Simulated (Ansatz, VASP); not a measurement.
**C (Diamond): VASP beside Ansatz**

Wanted: the spread between two codes on one cell, functional and k mesh. The cell is taken from a series of runs on this material, whose earlier steps may have relaxed, scaled, displaced or heated it; both programs get it as it stands.

Method: plane waves, with VASP 6.6.1 beside it; relaxation of cell and atoms at LDA, in Ansatz 0.2.0.

**1. Starting point**

Symmetry: Fd-3m, No. 227, cubic system. The conventional cell has a = 3.531 Å, b = 3.531 Å, c = 3.531 Å, α = 90.00°, β = 90.00°, γ = 90.00°. C has 4 C at 1.53 Å nearest.

**2. Ansatz: relaxation of cell and atoms, LDA**

Ansatz runs on its PAW soft_1 files.

The relaxed volume is the usual yardstick between codes: in a stiff, nearly cubic crystal its relative difference is about their pressure difference at one cell divided by the bulk modulus.

input.yaml reads:

```yaml
crystal:
  lattice:
    - [0.0, 1.7657492451, 1.7657492451]
    - [1.7657492451, 0.0, 1.7657492451]
    - [1.7657492451, 1.7657492451, 0.0]
  atoms:
    - { symbol: C, position: [0.0, 0.0, 0.0] }
    - { symbol: C, position: [0.25, 0.25, 0.25] }
kpoints:
  mp_grid: { grid: [12, 12, 12] }
hamiltonian:
  xc: lda
  pseudopotentials: { kind: paw, azcp: { folder: soft_1 }, xc_functional: pbe }
scf:
  occupations: { method: gaussian, width: 0.02 }
  lower_state_search: "off"
output:
  forces: true
  stress: true
  eigenvalues: true
relax:
  adjacent_minimum: "off"
  f_tol: 0.005
  max_steps: 80
  cell: { stress_tol: 0.05 }
```

Started as:

```bash
$ ansatz run input.yaml --threads 18 --pin off --max-ram 92160MiB --backend cuda --events-out ev --progress --plain --runs-dir out --max-vram 78GiB
```

Numbers of over 12 decimals in the logs are rounded to 6 here.

The program printed:

```text
Engine: ansatz 0.2.0, aarch64-unknown-linux-gnu
Pseudopotentials: kind: paw
Pseudopotential: C, paw, valence charge 4, recommended cutoff 420 eV (normal), soft_1/C.paw.azcp
Functional definition: SPW92
  exchange = slater_x
  correlation = pw_c
device memory: the entry about to start is reckoned to put 1.2 GiB on a device that reports 182.5 GiB free (of which the cap on the GPU budget leaves the run 78.0 GiB)
GPU FFT provider: cuFFT
GPU libraries: cuBLAS 13.8.1, cuFFT 12.4.0, cuSOLVER 12.3.2
GPU matrix products: emulated (plane waves: as basis.precision tells), large ones in fixed point in workspaces of 1.00 GiB
Crystal: 2 atoms, lattice volume = 11.011 Å³
Basis set: ecut = 420 eV, 181 PW (Γ)
Bands: 8, of which v1, the nominal top of the filled ones, is band 4 counted from 1 (3 counted from 0)
Symmetry: 48 space group operations
Space group: Fd-3m (ITA 227), of the structure as read, at distance tolerance 2.2e-5 Å
k-points: 72 of 1728
Non-local potential: C, projectors of the file, l = 0: 2, l = 1: 2, l = 2: 1
PAW form: soft (Blöchl's): semilocal exchange-correlation on the pseudo side does not see the compensation charge
PAW frozen core: C, regenerated for the run's functional, and the local potential with it (the file was generated under x = pbe(κ = 0.804, μ = 0.219515), c = pbe(β = 0.066725))
PAW one-centre angular grid: C, 110 points (default); XC on 64 Gauss nodes
Initial density: superposition of atomic densities (chi_scale 0.1, normalization cell)
Initial wavefunctions: pseudopotential atomic-orbital guess
GPU buffer pool allocated for 5832 grid points (all kernels)
GPU transforms: local potential and band sums: pruned to the plane-wave sphere, on 18×18×18
Functional: x = slater, c = lda
SCF iter   1: F=—  HF=-486.719950 eV  |F-HF|=—  |Δ(HF+E_count)|=         —  Δρ=1.47e-1  dr2=1.69e0  ethr=3.10e-3  ⟨swp⟩=4.5  Hψ=3810  notcnv=0
preconditioner: auto → none  [insulator: Δε(μ)=5.020 eV  Ē_g=19.988 eV  σ=0.020 eV  W_gap=1.00  n_scr=0 (ndim 8)  ℏωp=31.7 eV  f_vac=0.000  D(μ)=0.00/eV (n_scr^D=0)  ε∞_Penn≈3.5]
SCF iter   2: F=—  HF=-486.096310 eV  |F-HF|=—  |Δ(HF+E_count)|=   6.24e-1  Δρ=6.08e-2  dr2=2.74e-1  ethr=3.10e-3  ⟨swp⟩=2.7  Hψ=1678  notcnv=0
SCF iter   3: F=—  HF=-485.990265 eV  |F-HF|=—  |Δ(HF+E_count)|=   1.06e-1  Δρ=3.81e-3  dr2=5.12e-4  ethr=3.10e-3  ⟨swp⟩=2.3  Hψ=1144  notcnv=0
SCF iter   4: F=—  HF=-485.990465 eV  |F-HF|=—  |Δ(HF+E_count)|=   2.01e-4  Δρ=1.75e-4  dr2=9.43e-7  ethr=6.40e-6  ⟨swp⟩=2.8  Hψ=1138  notcnv=0
SCF iter   5: F=—  HF=-485.990475 eV  |F-HF|=—  |Δ(HF+E_count)|=   9.50e-6  Δρ=1.85e-5  dr2=1.03e-8  ethr=1.18e-8  ⟨swp⟩=1.2  Hψ=618  notcnv=0
SCF iter   6: F=-485.990475 eV  HF=-485.990475 eV  |F-HF|=6.88e-11  |Δ(HF+E_count)|=   2.21e-9  Δρ=1.17e-6  dr2=1.12e-10  ethr=1.28e-10  ⟨swp⟩=1.7  Hψ=2084  notcnv=0
SCF 1 converged in 6 iterations: F = -485.990475 eV  dr2 = 1.12e-10
  greatest PAW one-centre occupation: 0.643 electrons in one spin orbital (limit 2), on the C atom at site 1 (counted from 0), in its partial waves of l = 0
relax step   1: F+E_penalty+E_count = -485.99047454 eV  Δ(F+E_penalty+E_count) = +0.000e0 eV  max|allowed force component| = 2.313e-17 eV/Å  Δτ_max = 0.0000 Å  P = -0.021 GPa  Ω = 11.011 Å³  (6 SCF iters, dr2 threshold 1.00e-7 eV, accepted)
device memory: the entry about to start is reckoned to put 1.2 GiB on a device that reports 179.5 GiB free (of which the cap on the GPU budget leaves the run 78.0 GiB)
GPU FFT provider: cuFFT
GPU libraries: cuBLAS 13.8.1, cuFFT 12.4.0, cuSOLVER 12.3.2
GPU matrix products: emulated (plane waves: as basis.precision tells), large ones in fixed point in workspaces of 1.00 GiB
Initial density: handed on by an earlier stage of this run
Initial wavefunctions: pseudopotential atomic-orbital guess (no wavefunctions were taken with the density)
GPU buffer pool allocated for 5832 grid points (all kernels)
GPU transforms: local potential and band sums: pruned to the plane-wave sphere, on 18×18×18
iter 1 solved again at ethr=3.39e-9 eV; its pass at ethr=3.10e-3 eV (dr2=2.71e-7 eV) is discarded
SCF iter   1: F=—  HF=-485.990475 eV  |F-HF|=—  |Δ(HF+E_count)|=         —  Δρ=1.14e-6  dr2=1.01e-10  ethr=3.39e-9  ⟨swp⟩=3.1  Hψ=5625  notcnv=0
preconditioner: auto → none  [insulator: Δε(μ)=4.202 eV  Ē_g=19.923 eV  σ=0.020 eV  W_gap=1.00  n_scr=0 (ndim 8)  ℏωp=31.7 eV  f_vac=0.000  D(μ)=0.00/eV (n_scr^D=0)  ε∞_Penn≈3.5]
SCF iter   2: F=—  HF=-485.990475 eV  |F-HF|=—  |Δ(HF+E_count)|=  1.63e-10  Δρ=4.92e-7  dr2=2.03e-11  ethr=1.27e-12  ⟨swp⟩=2.3  Hψ=864  notcnv=0
iter 3 did not close the SCF: its close was put off for the readings that it lacked (scf_convergence_deferred on its scf_iter line)
SCF iter   3: F=-485.990475 eV  HF=-485.990475 eV  |F-HF|=5.68e-14  |Δ(HF+E_count)|=  9.21e-12  Δρ=5.29e-8  dr2=2.08e-13  ethr=1.00e-12  ⟨swp⟩=1.5  Hψ=686  notcnv=0
iter 4 did not close the SCF: its close was put off for the readings that it lacked (scf_convergence_deferred on its scf_iter line)
SCF iter   4: F=-485.990475 eV  HF=-485.990475 eV  |F-HF|=1.14e-13  |Δ(HF+E_count)|=  7.96e-13  Δρ=9.73e-9  dr2=3.16e-15  ethr=1.00e-12  ⟨swp⟩=1.0  Hψ=576  notcnv=0
iter 5 did not close the SCF: its close was put off for the readings that it lacked (scf_convergence_deferred on its scf_iter line)
SCF iter   5: F=-485.990475 eV  HF=-485.990475 eV  |F-HF|=0.00e0  |Δ(HF+E_count)|=  1.14e-13  Δρ=2.04e-9  dr2=2.81e-16  ethr=1.00e-12  ⟨swp⟩=1.0  Hψ=576  notcnv=0
iter 6 did not close the SCF: its close was put off for the readings that it lacked (scf_convergence_deferred on its scf_iter line)
SCF iter   6: F=-485.990475 eV  HF=-485.990475 eV  |F-HF|=0.00e0  |Δ(HF+E_count)|=    0.00e0  Δρ=4.83e-10  dr2=1.31e-17  ethr=1.00e-12  ⟨swp⟩=1.0  Hψ=576  notcnv=0
SCF iter   7: F=-485.990475 eV  HF=-485.990475 eV  |F-HF|=5.68e-14  |Δ(HF+E_count)|=  1.14e-13  Δρ=8.79e-11  dr2=2.68e-19  ethr=1.00e-12  ⟨swp⟩=1.2  Hψ=1455  notcnv=0
SCF 2 converged in 7 iterations: F = -485.990475 eV  dr2 = 2.68e-19
relax step   2: F+E_penalty+E_count = -485.99047454 eV  Δ(F+E_penalty+E_count) = -2.530e-11 eV  max|allowed force component| = 3.701e-17 eV/Å  Δτ_max = 0.0000 Å  P = -0.021 GPa  Ω = 11.011 Å³  stress off target by 2.13e-2 GPa  SCF on the basis re-selected at this cell (its energy is not comparable with the rows above)  (7 SCF iters)
basis re-selected at this cell: Δ(F+E_penalty+E_count) = -2.530e-11 eV, ΔP = -0.000 GPa vs the last step (what re-selecting the basis moved, of the pressure what is left beyond the Pulay correction that the steps carried, after the strain that the cell walked since its last selection, with what the two solves' SCF thresholds leave and, on support functions, any second-order correction that the steps lacked; it is no  [...]
SCF converged after 7 iterations
Free energy (F): -485.990475 eV
Harris-Foulkes:  -485.990475 eV  (|F-HF|=5.68e-14)
Internal energy: -485.990475 eV  (E = F + TS)
E sigma→0 (E₀):  -485.990475 eV
Fermi energy:    15.738950 eV
--- Per-component energies (eV) ---
  E_band       = 36.331911
  E_kinetic    = 181.634418
  E_local      = -109.828802  (includes V_loc(G=0)·N_el)
  E_nonlocal   = 48.022674
  E_hartree    = 25.831523
  E_xc         = -95.202136
  E_vxc        = -117.917906  (∫ρ·V_xc dr)
  E_paw        = -185.140116  (= ΣΔE_a)
  E_vpaw       = -17.241556  (= ΣTr[D̂ρ^β])
  E_aug_tail   = 0.000038  (compensation charges beyond the density's cutoff)
  E_ewald      = -351.433738
  E_core_change = 0.125665  (= ΣΔE_core)
  E_smearing   = -0.000000  (= −TS)
  E_closure    = -0.000000  (closes the sum)
  Σ components = -485.990475   (vs F -485.990475, Δ=0.00e0)
--- Forces (eV/Å), atoms counted from 1 ---
  atom   1  C     -0.00000000    -0.00000000     0.00000000
  atom   2  C     -0.00000000    -0.00000000    -0.00000000
  max |Σ_I F_I| component: 2.59e-16 eV/Å
--- Stress (GPa, compression-positive) ---
       -0.021290       0.000000       0.000000
        0.000000      -0.021290      -0.000000
       -0.000000       0.000000      -0.021290
  P = ⅓ Tr σ = -0.0213 GPa (-0.213 kbar)
--- Band table (eV; the first three rows and the last of 72) ---
  k-point 0: bands = ["-8.1015", "13.6381", "13.6381", "13.6381", "19.2612", "19.2612", "19.2612", "27.7950"]
  k-point 1: bands = ["-7.9056", "12.3935", "13.3041", "13.3041", "19.6941", "19.6941", "20.0115", "27.9048"]
  k-point 2: bands = ["-7.3195", "9.8309", "12.5815", "12.5815", "20.6318", "20.6318", "21.1998", "28.2173"]
  k-point 71: bands = ["1.6854", "1.6854", "5.0122", "5.0122", "24.2167", "24.2167", "26.3290", "26.3290"]
--- Relaxed structure (1 steps of the walk, 1 accepted, 1 SCFs on fresh bases) ---
  F+E_penalty+E_count = -485.99047454 eV   max|allowed force component| = 3.701e-17 eV/Å   (the final SCF, on the basis selected at the relaxed cell)
  cell:  # Å, volume = 11.0108 Å³
    - [0.0, 1.7657492451, 1.7657492451]
    - [1.7657492451, 0.0, 1.7657492451]
    - [1.7657492451, 1.7657492451, 0.0]
  atoms:
    - { symbol: C, position: [0.0, 0.0, 0.0] }
    - { symbol: C, position: [0.25, 0.25, 0.25] }
```

**3. VASP: relaxation of cell and atoms, LDA**

The same cell, functional (in two slightly different forms), mesh and smearing now go to VASP, with its own data sets.

Lines of VASP's logs that name or quote its potential files are left out, and so is its time.

INCAR reads:

```
SYSTEM = C
PREC = Accurate
ENCUT = 600
EDIFF = 1E-07
NELM = 120
ISMEAR = 0
SIGMA = 0.02
LREAL = .FALSE.
ALGO = Normal
GGA = PW92
NBANDS = 10
LORBIT = 11
LWAVE = .FALSE.
LCHARG = .FALSE.
ISIF = 3
IBRION = 2
NSW = 80
EDIFFG = -0.005
LASPH = .TRUE.
GGA_COMPAT = .FALSE.
NELMIN = 4
EFERMI = MIDGAP
```

POSCAR reads:

```
C
1.0
    0.0000000000      1.7657490000      1.7657490000
    1.7657490000      0.0000000000      1.7657490000
    1.7657490000      1.7657490000      0.0000000000
C
2
Direct
    0.0000000708      0.0000000708      0.0000003540
    0.2500000708      0.2500000708      0.2500003540
```

KPOINTS reads:

```
Automatic mesh
0
Gamma
12 12 12
0 0 0
```

PAW data sets: C (LDA family, release 64).

Started as:

```bash
$ mpirun -np 1 vasp_std
```

The program printed:

```text
[banner, memory and clock lines left out]
running    1 mpi-ranks, on    1 nodes
 distrk:  each k-point on    1 cores,    1 groups
 distr:  one band on    1 cores,    1 groups

 POSCAR found type information on POSCAR C
 POSCAR found :  1 types and       2 ions
|                                                                             |
|               ----> ADVICE to this user running VASP <----                  |
|                                                                             |
|     You enforced a specific xc type in the INCAR file but a different       |
|     [... a line on the potential file left out ...]
|     I HOPE YOU KNOW WHAT YOU ARE DOING!                                     |
|                                                                             |

 LDA part: xc-table for (Slater(with rela. corr.)+PW92), standard interpolation
 POSCAR, INCAR and KPOINTS ok, starting setup
 FFT: planning ... GRIDC
 FFT: planning ... GRID_SOFT
 FFT: planning ... GRID
 WAVECAR not read
 entering main loop
       N       E                     dE             d eps       ncg     rms          rms(c)
DAV:   1    -0.281720962247E+00   -0.28172E+00   -0.52604E+03  1472   0.882E+02
DAV:   2    -0.207569204042E+02   -0.20475E+02   -0.19807E+02  1902   0.135E+02
DAV:   3    -0.211469666349E+02   -0.39005E+00   -0.38874E+00  1690   0.150E+01
DAV:   4    -0.211478557241E+02   -0.88909E-03   -0.88906E-03  1588   0.845E-01
DAV:   5    -0.211478569775E+02   -0.12534E-05   -0.12533E-05  1614   0.313E-02    0.589E+00
DAV:   6    -0.205031596901E+02    0.64470E+00   -0.36981E-01  1488   0.450E+00    0.341E+00
DAV:   7    -0.202788508691E+02    0.22431E+00   -0.43416E-01  1560   0.489E+00    0.751E-01
DAV:   8    -0.202786720967E+02    0.17877E-03   -0.91071E-03  1530   0.865E-01    0.265E-02
DAV:   9    -0.202786598378E+02    0.12259E-04   -0.33902E-05  1584   0.497E-02    0.194E-02
DAV:  10    -0.202786612120E+02   -0.13742E-05   -0.17976E-06  1616   0.122E-02    0.460E-03
DAV:  11    -0.202786611449E+02    0.67070E-07   -0.58201E-08  1124   0.203E-03
   1 F= -.20278661E+02 E0= -.20278661E+02  d E =-.202787E+02
 curvature:   0.00 expect dE= 0.000E+00 dE for cont linesearch  0.000E+00
 trial: gam= 0.00000 g(F)=  0.293E-41 g(S)=  0.784E-05 ort = 0.000E+00 (trialstep = 0.100E+01)
 search vector abs. value=  0.784E-05
 bond charge predicted
       N       E                     dE             d eps       ncg     rms          rms(c)
DAV:   1    -0.202786628082E+02   -0.15962E-05   -0.15708E-04  1530   0.109E-01    0.114E-02
DAV:   2    -0.202786608926E+02    0.19156E-05   -0.21553E-06  1550   0.126E-02    0.629E-03
DAV:   3    -0.202786600360E+02    0.85663E-06   -0.13620E-06  1530   0.846E-03    0.766E-04
DAV:   4    -0.202786600261E+02    0.98624E-08   -0.17989E-08   754   0.132E-03
   2 F= -.20278660E+02 E0= -.20278660E+02  d E =0.111880E-05
 trial-energy change:    0.000001  1 .order    0.000001   -0.000008    0.000010
 step:   0.4316(harm=  0.4316)  dis= 0.00000  next Energy=   -20.278663 (dE=-0.169E-05)
 bond charge predicted
       N       E                     dE             d eps       ncg     rms          rms(c)
DAV:   1    -0.202786637764E+02   -0.37404E-05   -0.50169E-05  1526   0.618E-02    0.649E-03
DAV:   2    -0.202786630851E+02    0.69126E-06   -0.68687E-07  1532   0.711E-03    0.360E-03
DAV:   3    -0.202786628756E+02    0.20949E-06   -0.43762E-07  1522   0.480E-03    0.419E-04
DAV:   4    -0.202786628789E+02   -0.32383E-08   -0.57799E-09   742   0.748E-04
   3 F= -.20278663E+02 E0= -.20278663E+02  d E =-.173396E-05
 curvature:  -0.22 expect dE=-0.469E-09 dE for cont linesearch -0.469E-09
 trial: gam=-0.01637 g(F)=  0.255E-41 g(S)=  0.217E-08 ort = 0.131E-06 (trialstep = 0.886E+00)
 search vector abs. value=  0.101E-09
 reached required accuracy - stopping structural energy minimisation
```

Parts of OUTCAR (step 3):

```text
ion  position               nearest neighbor table
   1  0.000  0.000  0.000-   2 1.53   2 1.53   2 1.53   2 1.53
   2  0.250  0.250  0.250-   1 1.53   1 1.53   1 1.53   1 1.53

  LATTYP: Found a face centered cubic cell.
 ALAT       =     3.5314980000

 Subroutine GETGRP returns: Found 48 space group operations
 (whereof 24 operations were pure point group operations)

The static configuration has the point symmetry T_d .
 The point group associated with its full space group is O_h .

 Found     72 irreducible k-points:

   k-points           NKPTS =     72   k-points in BZ     NKDIM =     72   number of bands    NBANDS=     10

   dimension x,y,z NGX =    20 NGY =   20 NGZ =   20
   dimension x,y,z NGXF=    40 NGYF=   40 NGZF=   40

   ENCUT  =  600.0 eV  44.10 Ry    6.64 a.u.   4.99  4.99  4.99*2*pi/ulx,y,z

   NELECT =       8.0000    total number of electrons

 k-points in reciprocal lattice and weights: Automatic mesh
   0.00000000  0.00000000  0.00000000       0.001
   0.08333333  0.00000000  0.00000000       0.005
   0.16666667  0.00000000  0.00000000       0.005
   0.25000000  0.00000000  0.00000000       0.005
   0.33333333  0.00000000  0.00000000       0.005
   0.41666667  0.00000000  0.00000000       0.005
   0.50000000  0.00000000  0.00000000       0.002
   0.08333333  0.08333333  0.00000000       0.003
   0.16666667  0.08333333  0.00000000       0.014
[...]
-0.33333333  0.50000000  0.16666667       0.007
  -0.25000000  0.50000000  0.25000000       0.003

 average (electrostatic) potential at core
       1 -49.0872       2 -49.0873

 E-fermi :  12.2506

 k-point     1 :       0.0000    0.0000    0.0000
  band No.  band energies     occupation
      1     -11.5604      2.00000
      2      10.1492      2.00000
      3      10.1492      2.00000
      4      10.1492      2.00000
      5      15.7781      0.00000
      6      15.7781      0.00000
      7      15.7781      0.00000
      8      24.3862      0.00000
      9      29.5541      0.00000
    ...

 k-point     2 :       0.0833    0.0000    0.0000
  band No.  band energies     occupation
      1     -11.3645      2.00000
      2       8.9085      2.00000
      3       9.8169      2.00000
      4       9.8169      2.00000
      5      16.2124      0.00000
      6      16.2124      0.00000
      7      16.5307      0.00000
      8      24.4943      0.00000
      9      29.8654      0.00000
    ...

 k-point     3 :       0.1667    0.0000    0.0000
  band No.  band energies     occupation
      1     -10.7790      2.00000
      2       6.3493      2.00000
      3       9.0980      2.00000
      4       9.0980      2.00000
      5      17.1510      0.00000
      6      17.1510      0.00000
      7      17.7237      0.00000
      8      24.7999      0.00000
      9      30.5161      0.00000
    ...

  Total        0.0001733      0.0001733      0.0001733      0.0000000      0.0000000      0.0000000
  in kB        0.0252090      0.0252090      0.0252090      0.0000000      0.0000000      0.0000000
  external PRESSURE =       0.0252090 kB  Pullay stress =       0.0000000 kB

  energy-cutoff  :      600.00
  volume of cell :       11.01
      direct lattice vectors                 reciprocal lattice vectors
     0.000000000  1.765940398  1.765940398    -0.283135264  0.283135264  0.283135264
     1.765940398 -0.000000000  1.765940398     0.283135264 -0.283135264  0.283135264
     1.765940398  1.765940398  0.000000000     0.283135264  0.283135264 -0.283135264

 POSITION                                       TOTAL-FORCE (eV/Angst)
 -----------------------------------------------------------------------------------
      0.00000      0.00000      0.00000         0.000000      0.000000      0.000000
      0.88297      0.88297      0.88297        -0.000000     -0.000000     -0.000000
 -----------------------------------------------------------------------------------
    total drift:                               -0.000158     -0.000158      0.000078

  FREE ENERGIE OF THE ION-ELECTRON SYSTEM (eV)
  ---------------------------------------------------
  free  energy   TOTEN  =       -20.2786628789 eV

  energy  without entropy=      -20.2786628789  energy(sigma->0) =      -20.27866288

 reached required accuracy - stopping structural energy minimisation

 total charge
# of ion       s       p       d       tot
------------------------------------------
    1        0.822   1.786   0.000   2.608
    2        0.822   1.786   0.000   2.608
--------------------------------------------------
tot          1.644   3.572   0.000   5.216

[... 3 further parts left out ...]
```

CONTCAR:

```
C
   1.00000000000000
     0.0000000000000000    1.7659403975513224    1.7659403975513224
     1.7659403975513224   -0.0000000000000000    1.7659403975513224
     1.7659403975513224    1.7659403975513224    0.0000000000000000
  C
     2
Direct
     0.0000000707999988    0.0000000707999988    0.0000003540000009
     0.2500000707999988    0.2500000707999988    0.2500003540000009
```

The run keeps the 48 symmetry operations of its start, so it cannot find a distortion of lower symmetry.

**4. Comparison**

Known differences besides the potentials themselves: the cutoff is 420 eV in Ansatz and 600 eV in VASP; VASP's log shows a relativistic correction to its local exchange, Ansatz's none; Ansatz adds a Pulay correction to the stress that steers its cell, VASP none. Total energies have different zeros and are not compared.

Compared:

```tsv
quantity	Ansatz	VASP	difference
volume (Å³)	11.01	11.01	-0.03 %
edge a after relaxation, in the typed setting (Å)	2.497	2.497	-0.01 %
```

**5. Outcome**

| Quantity | Value |
| --- | --- |
| difference in volume (relaxation of cell and atoms, LDA) | -0.033 % |

The difference in volume is -0.033 % (relaxation of cell and atoms, LDA), within the 1.2 % picked in this series as the mark of a large difference, as far as the stopping tolerances let one tell. Such differences can come from data sets, numerical settings and the points named under the comparisons, not from the functional's error against experiment.

[Lines on the potential files, build, host, timing and source positions are cut from VASP's logs without a mark.]

[Logs are printed without paths, hosts, clocks, repeated set-up lines and the standing remarks that a program may print on its own settings, such as how far it seeks lower states.]

[Hosts, paths, dates, database ids (printed as entryN), source tags and the programs' standing remarks are cut or masked in the printed files.]
